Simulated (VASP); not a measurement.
Data:

```xyz
3
Lattice="1.8881 -3.2702 0.0000 1.8881 3.2702 0.0000 0.0000 0.0000 4.8012" Properties=species:S:1:pos:R:3 pbc="T T T"
Pt     0.0000     0.0000     0.0000
Se     1.8881     1.0901     1.2777
Se     1.8881    -1.0901     3.5235
```

Calculation: PBE GGA with D4 dispersion, VASP's PBE PAW potentials (set 64) (plane waves; VASP 6.6.1). Numerical set-up: 520 eV cut-off, 11×11×7 Γ-centred mesh, tetrahedra with Blöchl corrections, potentials Pt Se.

Unless said otherwise, spin-orbit coupling is left out, though it shifts the bands of the heavy elements here.

### Question
What does the run give for the energy per atom (σ→0), band gap (on the k-mesh) with the smallest direct gap where there is one?

### Answer

```yaml
band gap (on the k-mesh): none (metal, semimetal or under 0.01 eV)
energy per atom (σ→0): -5.246 eV/atom
```

The compound is PtSe2 in the 1T layered structure. It was relaxed first.
